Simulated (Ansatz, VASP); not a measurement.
# Cross-check of H14C6SN2O4 between VASP and Ansatz

One calculation is typed for both programs; each brings its own data sets. How far apart do they land? The cell is taken from a series of runs on this material, whose earlier steps may have relaxed, scaled, displaced or heated it; both programs get it as it stands.

Main program and level: Ansatz 0.2.0; plane waves, with VASP 6.6.1 beside it; single point at PBE with D3(BJ).

### 1. Starting point

The cell holds 135 atoms: 30 C, 10 N, 70 H, 5 S and 20 O. Its edges and angles: a = 11.195 Å, b = 11.195 Å, c = 11.195 Å, α = 90.0°, β = 90.0°, γ = 90.0°.

### 2. VASP: single point, PBE with D3(BJ)

With cell and atoms fixed, the geometry can't cause a difference; cores, projectors, grids and the points listed under the comparison can.

Lines of VASP's logs that name or quote its potential files are left out, and so is its time.

INCAR reads:

```
SYSTEM = H14C6SN2O4
PREC = Accurate
ENCUT = 600
EDIFF = 1E-06
NELM = 120
ISMEAR = 0
SIGMA = 0.01
LREAL = Auto
ALGO = Normal
GGA = PE
IVDW = 12
NBANDS = 289
LORBIT = 11
LWAVE = .FALSE.
LCHARG = .FALSE.
ISIF = 2
LASPH = .TRUE.
GGA_COMPAT = .FALSE.
EFERMI = MIDGAP
```

POSCAR reads:

```
H14C6SN2O4
1.0
   11.1955000000      0.0000000000      0.0000000000
    0.0000000000     11.1955000000      0.0000000000
    0.0000000000      0.0000000000     11.1955000000
C N H S O
30 10 70 5 20
Direct
    0.0808700000      0.0056200000      0.0595200000
    0.0332600000      0.0591800000      0.2709200000
    0.9715600000      0.0087900000      0.3643600000
    0.8608500000      0.8109400000      0.3840100000
    0.9752000000      0.8813400000      0.2069600000
    0.6969300000      0.4631700000      0.6667500000
    0.6537400000      0.2967700000      0.5330300000
    0.5565600000      0.2533600000      0.4759000000
    0.3446700000      0.3173600000      0.4615400000
    0.5019100000      0.4097700000      0.5788200000
    0.4547300000      0.7264900000      0.9650400000
    0.6452300000      0.6211400000      0.0105800000
    0.7054800000      0.5918000000      0.1160200000
    0.6266400000      0.5808000000      0.3358600000
    0.5170800000      0.6447700000      0.1583400000
    0.3122700000      0.0255000000      0.7653400000
    0.1040400000      0.0640600000      0.6702200000
    0.0297200000      0.1620500000      0.6839400000
    0.0743400000      0.3754200000      0.7503200000
    0.2193600000      0.2139500000      0.7338200000
    0.8684500000      0.3112600000      0.0024100000
    0.7787800000      0.1227700000      0.9302900000
    0.7333700000      0.0228900000      0.9795100000
    0.6390600000      0.9876300000      0.1790000000
    0.7727900000      0.1494100000      0.1237000000
    0.6375900000      0.8331000000      0.7048100000
    0.4546600000      0.3332300000      0.1214900000
    0.1447700000      0.7189200000      0.4651600000
    0.0200000000      0.7103100000      0.7759900000
    0.0329200000      0.3997600000      0.2488600000
[... 99 atom lines left out ...]
    0.9304100000      0.5274300000      0.4080500000
    0.2440300000      0.5619300000      0.0106000000
    0.5512000000      0.2424000000      0.8212700000
    0.3329600000      0.4771500000      0.8071000000
    0.4884000000      0.9082300000      0.3824100000
    0.3234600000      0.9018700000      0.1863800000
```

KPOINTS reads:

```
Automatic mesh
0
Gamma
1 1 1
0 0 0
```

The projector-augmented-wave data sets are C, N, H, S and O (PBE family, release 64).

On the command line:

```bash
> export OMP_NUM_THREADS=3
> mpirun -np 1 vasp_gam
```

Numbers of over 12 decimals in the logs are rounded to 6 here.

What it wrote:

```text
[banner, memory and clock lines left out]
running    1 mpi-ranks, on    1 nodes
[...]
Offloading initialized ...    1 GPUs detected
[...]
LDA part: xc-table for (Slater+PW92), standard interpolation
 POSCAR, INCAR and KPOINTS ok, starting setup
[...]
entering main loop
       N       E                     dE             d eps       ncg     rms          rms(c)
DAV:   1     0.329052213633E+04    0.32905E+04   -0.22474E+05   586   0.141E+03
DAV:   2    -0.465764226666E+03   -0.37563E+04   -0.35615E+04   723   0.321E+02
DAV:   3    -0.829956922197E+03   -0.36419E+03   -0.36083E+03   724   0.104E+02
DAV:   4    -0.838164209399E+03   -0.82073E+01   -0.81689E+01   724   0.172E+01
[...]
DAV:  17    -0.763568000215E+03    0.12965E-04   -0.16758E-05   756   0.190E-02    0.658E-03
DAV:  18    -0.763567999816E+03    0.39915E-06   -0.20471E-05   732   0.111E-02    0.470E-03
DAV:  19    -0.763567999651E+03    0.16548E-06   -0.27558E-06   660   0.372E-03
   1 F= -.77128396E+03 E0= -.77128396E+03  d E =0.000000E+00
```

Parts of OUTCAR (step 2):

```text
  FREE ENERGIE OF THE ION-ELECTRON SYSTEM (eV)
  ---------------------------------------------------
  free  energy   TOTEN  =      -771.2839614170 eV

  energy  without entropy=     -771.2839614170  energy(sigma->0) =     -771.28396142
```

The run ends at a pressure of 2.33 GPa, with forces up to 6.1 eV/Å.

### 3. Ansatz: single point, PBE with D3(BJ)

Ansatz runs on its default PAW (the set named soft_2) files.

The same cell, functional and mesh now go to Ansatz, which takes its cutoff from its data sets.

input.yaml reads:

```yaml
crystal:
  lattice:
    - [11.1955, 0.0, 0.0]
    - [0.0, 11.1955, 0.0]
    - [0.0, 0.0, 11.1955]
  atoms:
    - { symbol: C, position: [0.08087, 0.00562, 0.05952] }
    - { symbol: "N", position: [0.02315, 0.98676, 0.17563] }
    - { symbol: C, position: [0.03326, 0.05918, 0.27092] }
    - { symbol: C, position: [0.97156, 0.00879, 0.36436] }
    - { symbol: "N", position: [0.93786, 0.89472, 0.32038] }
    - { symbol: C, position: [0.86085, 0.81094, 0.38401] }
    - { symbol: C, position: [0.9752, 0.88134, 0.20696] }
    - { symbol: H, position: [0.17698, 0.97587, 0.07095] }
    - { symbol: H, position: [0.07449, 0.10312, 0.03712] }
    - { symbol: H, position: [0.04717, 0.95498, 0.98421] }
    - { symbol: H, position: [0.07283, 0.14501, 0.26975] }
    - { symbol: H, position: [0.94396, 0.02172, 0.45643] }
    - { symbol: H, position: [0.87408, 0.71571, 0.353] }
    - { symbol: H, position: [0.76861, 0.82784, 0.3543] }
    - { symbol: H, position: [0.86456, 0.8119, 0.47729] }
    - { symbol: H, position: [0.94556, 0.81097, 0.14515] }
    - { symbol: C, position: [0.69693, 0.46317, 0.66675] }
    - { symbol: "N", position: [0.62081, 0.39414, 0.59428] }
    - { symbol: C, position: [0.65374, 0.29677, 0.53303] }
    - { symbol: C, position: [0.55656, 0.25336, 0.4759] }
    - { symbol: "N", position: [0.46109, 0.3274, 0.5081] }
    - { symbol: C, position: [0.34467, 0.31736, 0.46154] }
    - { symbol: C, position: [0.50191, 0.40977, 0.57882] }
    - { symbol: H, position: [0.739, 0.40736, 0.73332] }
    - { symbol: H, position: [0.63781, 0.53581, 0.70263] }
    - { symbol: H, position: [0.76228, 0.50192, 0.61194] }
    - { symbol: H, position: [0.74624, 0.2701, 0.53346] }
    - { symbol: H, position: [0.54537, 0.18058, 0.41542] }
    - { symbol: H, position: [0.28692, 0.26724, 0.51996] }
    - { symbol: H, position: [0.34814, 0.28457, 0.3692] }
    - { symbol: H, position: [0.29204, 0.4019, 0.47215] }
    - { symbol: H, position: [0.44811, 0.48848, 0.60958] }
    - { symbol: C, position: [0.45473, 0.72649, 0.96504] }
    - { symbol: "N", position: [0.54062, 0.66645, 0.04352] }
    - { symbol: C, position: [0.64523, 0.62114, 0.01058] }
    - { symbol: C, position: [0.70548, 0.5918, 0.11602] }
    - { symbol: "N", position: [0.61909, 0.60452, 0.20796] }
    - { symbol: C, position: [0.62664, 0.5808, 0.33586] }
    - { symbol: C, position: [0.51708, 0.64477, 0.15834] }
    - { symbol: H, position: [0.50846, 0.81152, 0.92944] }
    - { symbol: H, position: [0.38497, 0.75032, 0.02268] }
    - { symbol: H, position: [0.42014, 0.6697, 0.89523] }
    - { symbol: H, position: [0.66866, 0.62155, 0.9138] }
    - { symbol: H, position: [0.79587, 0.57524, 0.13786] }
    - { symbol: H, position: [0.58874, 0.49902, 0.35678] }
    - { symbol: H, position: [0.59304, 0.65436, 0.39609] }
    - { symbol: H, position: [0.72023, 0.57994, 0.35047] }
    - { symbol: H, position: [0.4351, 0.66661, 0.20356] }
    - { symbol: C, position: [0.31227, 0.0255, 0.76534] }
    - { symbol: "N", position: [0.21943, 0.09707, 0.71586] }
    - { symbol: C, position: [0.10404, 0.06406, 0.67022] }
    - { symbol: C, position: [0.02972, 0.16205, 0.68394] }
    - { symbol: "N", position: [0.1072, 0.25488, 0.71861] }
    - { symbol: C, position: [0.07434, 0.37542, 0.75032] }
    - { symbol: C, position: [0.21936, 0.21395, 0.73382] }
    - { symbol: H, position: [0.39097, 0.08374, 0.78358] }
    - { symbol: H, position: [0.34354, 0.95131, 0.71239] }
    - { symbol: H, position: [0.27261, 0.97446, 0.84201] }
    - { symbol: H, position: [0.09487, 0.97241, 0.64038] }
    - { symbol: H, position: [0.93459, 0.19322, 0.65455] }
    - { symbol: H, position: [0.12065, 0.4332, 0.682] }
    - { symbol: H, position: [0.09199, 0.39741, 0.8396] }
    - { symbol: H, position: [0.98496, 0.38733, 0.73187] }
    - { symbol: H, position: [0.30096, 0.26243, 0.75853] }
    - { symbol: C, position: [0.86845, 0.31126, 0.00241] }
    - { symbol: "N", position: [0.81435, 0.19958, 0.02186] }
    - { symbol: C, position: [0.77878, 0.12277, 0.93029] }
    - { symbol: C, position: [0.73337, 0.02289, 0.97951] }
    - { symbol: "N", position: [0.72343, 0.04626, 0.09855] }
    - { symbol: C, position: [0.63906, 0.98763, 0.179] }
    - { symbol: C, position: [0.77279, 0.14941, 0.1237] }
    - { symbol: H, position: [0.8479, 0.36205, 0.08195] }
    - { symbol: H, position: [0.83265, 0.35934, 0.92134] }
    - { symbol: H, position: [0.96472, 0.30172, 0.98195] }
    - { symbol: H, position: [0.80879, 0.14191, 0.84212] }
    - { symbol: H, position: [0.70051, 0.93634, 0.96143] }
    - { symbol: H, position: [0.68571, 0.90396, 0.20673] }
    - { symbol: H, position: [0.554, 0.97787, 0.13531] }
    - { symbol: H, position: [0.62349, 0.04834, 0.253] }
    - { symbol: H, position: [0.77198, 0.17607, 0.2194] }
    - { symbol: C, position: [0.63759, 0.8331, 0.70481] }
    - { symbol: S, position: [0.68566, 0.97458, 0.64545] }
    - { symbol: O, position: [0.65094, 0.95891, 0.52295] }
    - { symbol: O, position: [0.62195, 0.06355, 0.71926] }
    - { symbol: O, position: [0.81515, 0.97586, 0.66309] }
    - { symbol: H, position: [0.68596, 0.77208, 0.64393] }
    - { symbol: H, position: [0.66859, 0.81642, 0.78693] }
    - { symbol: H, position: [0.54193, 0.82557, 0.69287] }
    - { symbol: C, position: [0.45466, 0.33323, 0.12149] }
    - { symbol: S, position: [0.33196, 0.24588, 0.09378] }
    - { symbol: O, position: [0.2393, 0.32968, 0.12174] }
    - { symbol: O, position: [0.3536, 0.2123, 0.97282] }
    - { symbol: O, position: [0.33186, 0.14914, 0.17611] }
    - { symbol: H, position: [0.44797, 0.35524, 0.22098] }
    - { symbol: H, position: [0.53609, 0.28919, 0.116] }
    - { symbol: H, position: [0.44862, 0.41023, 0.0576] }
    - { symbol: C, position: [0.14477, 0.71892, 0.46516] }
    - { symbol: S, position: [0.29502, 0.66997, 0.50824] }
    - { symbol: O, position: [0.36047, 0.77514, 0.53345] }
    - { symbol: O, position: [0.27784, 0.58798, 0.59961] }
    - { symbol: O, position: [0.33336, 0.60779, 0.40154] }
    - { symbol: H, position: [0.08598, 0.6419, 0.49367] }
    - { symbol: H, position: [0.13351, 0.80045, 0.5121] }
    - { symbol: H, position: [0.15478, 0.72436, 0.36574] }
    - { symbol: C, position: [0.02, 0.71031, 0.77599] }
    - { symbol: S, position: [0.95718, 0.69703, 0.92156] }
    - { symbol: O, position: [0.88966, 0.58848, 0.91401] }
    - { symbol: O, position: [0.06063, 0.70022, 0.00301] }
    - { symbol: O, position: [0.88297, 0.79916, 0.93964] }
    - { symbol: H, position: [0.94411, 0.68927, 0.71] }
    - { symbol: H, position: [0.05872, 0.80516, 0.7619] }
    - { symbol: H, position: [0.09335, 0.64815, 0.75067] }
    - { symbol: C, position: [0.03292, 0.39976, 0.24886] }
    - { symbol: S, position: [0.92155, 0.4047, 0.3599] }
    - { symbol: O, position: [0.81544, 0.37719, 0.28994] }
    - { symbol: O, position: [0.9618, 0.31429, 0.44092] }
    - { symbol: O, position: [0.93041, 0.52743, 0.40805] }
    - { symbol: H, position: [0.02499, 0.31897, 0.19599] }
    - { symbol: H, position: [0.0279, 0.48036, 0.199] }
    - { symbol: H, position: [0.12057, 0.40968, 0.29072] }
    - { symbol: O, position: [0.24403, 0.56193, 0.0106] }
    - { symbol: H, position: [0.17392, 0.61044, 0.03724] }
    - { symbol: H, position: [0.24021, 0.48098, 0.04814] }
    - { symbol: O, position: [0.5512, 0.2424, 0.82127] }
    - { symbol: H, position: [0.46515, 0.22726, 0.83986] }
    - { symbol: H, position: [0.58936, 0.16668, 0.7932] }
    - { symbol: O, position: [0.33296, 0.47715, 0.8071] }
    - { symbol: H, position: [0.2925, 0.51143, 0.87898] }
    - { symbol: H, position: [0.32084, 0.53158, 0.73732] }
    - { symbol: O, position: [0.4884, 0.90823, 0.38241] }
    - { symbol: H, position: [0.43342, 0.85243, 0.42533] }
    - { symbol: H, position: [0.55354, 0.93424, 0.43772] }
    - { symbol: O, position: [0.32346, 0.90187, 0.18638] }
    - { symbol: H, position: [0.34251, 0.88692, 0.27235] }
    - { symbol: H, position: [0.30854, 0.98905, 0.17391] }
kpoints:
  mp_grid: { grid: [1, 1, 1] }
hamiltonian:
  xc: pbe
  dispersion: d3bj
scf:
  occupations: { method: fixed }
output:
  forces: true
  stress: true
  populations: true
  dos:
    method: { smearing: { sigma: 0.1 } }
    de: 0.1
    projected: { site_lists: { C: [C], H: [H], "N": ["N"], O: [O], S: [S] } }
  eigenvalues: true
  write_density: true
  write_potential: true
  volumetric_format: npy
  elf: true
```

On the command line:

```bash
> ansatz run input.yaml --threads 4 --pin off --max-ram 8192MiB --backend cpu --events-out ev --progress --plain --runs-dir out
```

What it wrote:

```text
Engine: ansatz 0.2.0, x86_64-unknown-linux-gnu
Pseudopotentials: kind: paw
Pseudopotential: C, paw, valence charge 4, recommended cutoff 420 eV (normal), C.paw.azcp
Pseudopotential: N, paw, valence charge 5, recommended cutoff 420 eV (normal), N.paw.azcp
Pseudopotential: H, paw, valence charge 1, recommended cutoff 420 eV (normal), H.paw.azcp
Pseudopotential: S, paw, valence charge 6, recommended cutoff 420 eV (normal), S.paw.azcp
Pseudopotential: O, paw, valence charge 6, recommended cutoff 420 eV (normal), O.paw.azcp
Functional definition: PBE
  parameter kappa = 0.804
  parameter beta = 0.066725
  exchange = pbe_x(kappa = kappa, mu = beta*pi^2/3)
  correlation = pbe_c(beta = beta)
Crystal: 135 atoms, lattice volume = 1403.235 Å³
Basis set: ecut = 420 eV, 27369 PW (Γ), exchange–correlation on 150×150×150 points (8 copies of the dense FFT grid, shifted against one another)
Bands: 330, of which v1, the nominal top of the filled ones, is band 195 counted from 1 (194 counted from 0)
Symmetry: 1 space group operations
Space group: P1 (ITA 1), of the structure as read, at distance tolerance 1.1e-4 Å
k-points: 1
Non-local potential: C, projectors of the file, l = 0: 2, l = 1: 2, l = 2: 1
Non-local potential: N, projectors of the file, l = 0: 2, l = 1: 2, l = 2: 1
Non-local potential: H, projectors of the file, l = 0: 2, l = 1: 1
Non-local potential: S, projectors of the file, l = 0: 2, l = 1: 2, l = 2: 2
Non-local potential: O, projectors of the file, l = 0: 2, l = 1: 2, l = 2: 1
PAW form: soft (Blöchl's): semilocal exchange-correlation on the pseudo side does not see the compensation charge
PAW one-centre angular grid: C, 110 points (default); XC on 64 Gauss nodes
PAW one-centre angular grid: N, 110 points (default); XC on 64 Gauss nodes
PAW one-centre angular grid: H, 110 points (default); XC on 64 Gauss nodes
PAW one-centre angular grid: S, 110 points (default); XC on 64 Gauss nodes
PAW one-centre angular grid: O, 110 points (default); XC on 64 Gauss nodes
Initial density: superposition of atomic densities (neutral atoms: chi_scale 0, normalization atom), corrected by the library's trained network
Initial wavefunctions: pseudopotential atomic-orbital guess
Functional: x = pbe(κ = 0.804, μ = 0.219515), c = pbe(β = 0.066725)
SCF iter   1: F=—  HF=-28342.149862 eV  |F-HF|=—  |Δ(HF+E_count)|=         —  Δρ=5.69e-3  dr2=5.41e-1  ethr=1.77e-3  ⟨swp⟩=4.0  Hψ=1248  notcnv=0  defer=133
preconditioner: auto → Resta (q_TF=auto, 2.204 Å⁻¹)  ε∞=2.5  [insulator: Δε(μ)=3.786 eV  Ē_g=16.031 eV  n_scr=250 (ndim 8)  ℏωp=19.3 eV  f_vac=0.210  ε∞_Penn≈2.5]
SCF iter   2: F=—  HF=-28342.005678 eV  |F-HF|=—  |Δ(HF+E_count)|=   1.44e-1  Δρ=2.77e-3  dr2=1.14e-1  ethr=1.39e-4  ⟨swp⟩=2.0  Hψ=523  notcnv=0  defer=133
SCF iter   3: F=—  HF=-28342.008814 eV  |F-HF|=—  |Δ(HF+E_count)|=   3.14e-3  Δρ=1.25e-3  dr2=3.12e-2  ethr=2.93e-5  ⟨swp⟩=2.0  Hψ=391  notcnv=0  defer=133
SCF iter   4: F=—  HF=-28342.005206 eV  |F-HF|=—  |Δ(HF+E_count)|=   3.61e-3  Δρ=4.07e-4  dr2=3.39e-3  ethr=8.01e-6  ⟨swp⟩=2.0  Hψ=391  notcnv=0  defer=133
SCF iter   5: F=—  HF=-28342.005048 eV  |F-HF|=—  |Δ(HF+E_count)|=   1.58e-4  Δρ=2.42e-4  dr2=8.14e-4  ethr=8.69e-7  ⟨swp⟩=2.0  Hψ=388  notcnv=0  defer=133
SCF iter   6: F=—  HF=-28342.004996 eV  |F-HF|=—  |Δ(HF+E_count)|=   5.24e-5  Δρ=8.84e-5  dr2=9.92e-5  ethr=2.09e-7  ⟨swp⟩=2.0  Hψ=395  notcnv=0  defer=129
SCF iter   7: F=—  HF=-28342.003191 eV  |F-HF|=—  |Δ(HF+E_count)|=   1.81e-3  Δρ=3.26e-5  dr2=1.42e-5  ethr=2.54e-8  ⟨swp⟩=2.0  Hψ=504  notcnv=0  defer=129
SCF iter   8: F=—  HF=-28342.003194 eV  |F-HF|=—  |Δ(HF+E_count)|=   3.56e-6  Δρ=1.17e-5  dr2=1.68e-6  ethr=3.65e-9  ⟨swp⟩=2.0  Hψ=392  notcnv=0  defer=129
SCF iter   9: F=—  HF=-28342.003195 eV  |F-HF|=—  |Δ(HF+E_count)|=   7.14e-7  Δρ=4.78e-6  dr2=2.80e-7  ethr=4.32e-10  ⟨swp⟩=2.0  Hψ=392  notcnv=0  defer=129
SCF iter  10: F=-28342.003195 eV  HF=-28342.003195 eV  |F-HF|=4.22e-10  |Δ(HF+E_count)|=   1.58e-7  Δρ=1.79e-6  dr2=4.80e-8  ethr=2.56e-11  ⟨swp⟩=21.0  Hψ=3160  notcnv=0
SCF 1 converged in 10 iterations: F = -28342.003195 eV  dr2 = 4.80e-8
  greatest PAW one-centre occupation: 0.881 electrons in one spin orbital (limit 2), on the O atom at site 99 (counted from 0), in its partial waves of l = 0
[...]
atom  95  H      1.86249031    -1.14958415    -0.69293357
  atom  96  H      0.27224601    -0.45371450     0.85347904
  atom  97  C      0.97759128    -2.12440827    -0.40987498
  atom  98  S     -2.96250185     0.94991042    -5.75897716
  atom  99  O      2.09053945     2.95534447     1.55853865
  atom 100  O     -0.47506084    -3.65406080     5.58328828
  atom 101  O      1.31347142    -0.65819077    -1.64399721
  atom 102  H      0.23720125     1.14486096    -0.53787275
  atom 103  H     -0.74581084     1.03866996     0.29140287
  atom 104  H     -0.57656542     0.32066314     0.85475612
  atom 105  C      0.08391790     0.98742673    -2.03893327
  atom 106  S      2.40364070    -0.12252858    -1.10516716
  atom 107  O     -0.81470132    -2.41857869     0.32916139
  atom 108  O     -0.08256081    -0.11282195     0.74425317
  atom 109  O     -1.70748236     2.42961029     0.44201290
  atom 110  H      1.03381180     0.71163026     0.83748779
  atom 111  H     -0.88188016    -1.40505863     0.19075878
  atom 112  H     -0.35548888     0.09421145     0.70923371
  atom 113  C      0.78670314     0.29119663     0.74657977
  atom 114  S      2.07777522     1.68557684    -2.05349012
  atom 115  O     -1.91210974    -0.25989483    -0.00177506
  atom 116  O     -0.15607610    -2.10712443     2.46428343
  atom 117  O     -0.92706179     0.09236457     0.38220609
  atom 118  H      0.16250102     0.00026272    -0.13728415
[...]
atom 128  H      0.03728043     0.19431617    -0.48766464
  atom 129  H     -0.26652430    -0.42995790     0.98036942
  atom 130  O     -0.57881665    -0.34491945    -0.60402554
  atom 131  H      0.96084234     0.64116580     0.20264308
  atom 132  H     -0.98555560    -0.52350204    -0.09726578
  atom 133  O     -0.36058318    -0.17157287     0.33998995
  atom 134  H      0.01204814     0.87773410    -1.28225051
  atom 135  H      0.71129105    -0.60080557     0.78090941
  max |Σ_I F_I| component: 1.48e-4 eV/Å
--- Stress (GPa, compression-positive) ---
        1.872068       0.110066       0.744160
        0.110066       3.547672       0.275572
        0.744160       0.275572       2.933495
  P = ⅓ Tr σ = 2.7844 GPa (27.844 kbar)
--- Band table (eV) ---
  k-point 0: bands = [... 191 lower, -0.0509, -0.0383, -0.0003, 0.0423, 3.3747, 3.5376, 3.6023, 3.8932, ... 131 higher]
--- Löwdin populations: 135 sites ---
  site symbol       q [e]
     0      C      4.3362
     1      N      4.9328
     2      C      4.0522
     3      C      4.0663
     4      N      4.9468
     5      C      4.3558
     6      C      3.9243
     7      H      0.7845
     8      H      0.8031
     9      H      0.7622
    10      H      0.7467
    11      H      0.7579
    12      H      0.7800
    13      H      0.7982
    14      H      0.7569
    15      H      0.7500
    16      C      4.3367
    17      N      4.9283
    18      C      4.0374
    19      C      4.0734
    20      N      4.9247
    21      C      4.3508
    22      C      3.9081
    23      H      0.7833
[...]
127      H      0.6302
   128      H      0.6346
   129      O      6.7877
   130      H      0.6307
   131      H      0.6259
   132      O      6.7376
   133      H      0.6074
   134      H      0.6207
  spilling = 0.017234 (of n_electrons = 390.000000)
```

(Part 1 of 2 ends here.)

[Lines on the potential files, build, host, timing and source positions are cut from VASP's logs without a mark.]

[Logs are printed without paths, hosts, clocks, repeated set-up lines and the standing remarks that a program may print on its own settings, such as how far it seeks lower states.]

[Hosts, paths, dates, database ids (printed as entryN), source tags and the programs' standing remarks are cut or masked in the printed files.]
